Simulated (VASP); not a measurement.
Given:

```
CELL_PARAMETERS angstrom
      1.49657    -2.59213     0.00000
      1.49657     2.59213     0.00000
      0.00000     0.00000     5.85101
ATOMIC_POSITIONS crystal
  Cd 0.33333 0.66667 0.25000
  Cd 0.66667 0.33333 0.75000
```

These are PBE GGA, VASP's PBE PAW potentials (set 64) (plane waves; VASP 6.6.1) values and carry that method's errors. Numerical set-up: 480 eV cut-off, 14×14×6 Γ-centred mesh, first-order Methfessel-Paxton smearing of 0.10 eV, potentials Cd.

Energy and stress use the plane-wave basis of the starting cell.

**Question.** The ions, cell shape and volume at an external pressure of 30.0 GPa are relaxed. Predict the relaxed structure.

**Answer.** 
```
CELL_PARAMETERS angstrom
      1.42969    -2.47630     0.00000
      1.42969     2.47630     0.00000
      0.00000     0.00000     4.77037
ATOMIC_POSITIONS crystal
  Cd 0.33333 0.66667 0.25000
  Cd 0.66667 0.33333 0.75000
```
Space group P6_3/mmc (194), at a tolerance of 0.03 Å.

**Question.** How do energy and volume change from the first to the last step?

**Answer.** The energy (σ→0) changes by +390.4 meV/atom and the volume by -25.6 %, in 11 ionic steps.

The compound is Cd in the hcp structure. This run relaxes it under an external pressure of 30 GPa. Symmetry was kept, so distortions that lower it aren't found.
